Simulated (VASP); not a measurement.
The system is CaB6.

```xyz
7
Lattice="4.1300 0.0000 0.0000 0.0000 4.1300 0.0000 0.0000 0.0000 4.1300" Properties=species:S:1:pos:R:3 pbc="T T T"
Ca    2.0650    2.0650    2.0650
B     0.0000    0.0000    1.2327
B     0.0000    0.0000    2.8974
B     1.2327    0.0000    0.0000
B     2.8974    0.0000    0.0000
B     0.0000    1.2327    0.0000
B     0.0000    2.8974    0.0000
```

Base run:

| Property | Result |
| --- | --- |
| Program | VASP 6.6.1 |
| Functional | PBE |
| Potentials or basis | VASP PAW PBE potentials, release 64 (Ca_sv, B) |
| Cutoff | 520 eV |
| k mesh | 10 × 10 × 10 |
| Occupations | methfessel-paxton, width 0.1 eV |
| Spin | no spin polarisation |

Its results: pressure 2.1 GPa; largest force 0.005 eV/Å.

Q: The run is repeated on the same cell with these changes: functional from PBE to LDA; potentials or basis from VASP PAW PBE potentials, release 64 (Ca_sv, B) to VASP PAW LDA potentials, release 64 (Ca_sv, B). What comes out?

A: Pressure -4.5 GPa; largest force 0.174 eV/Å.
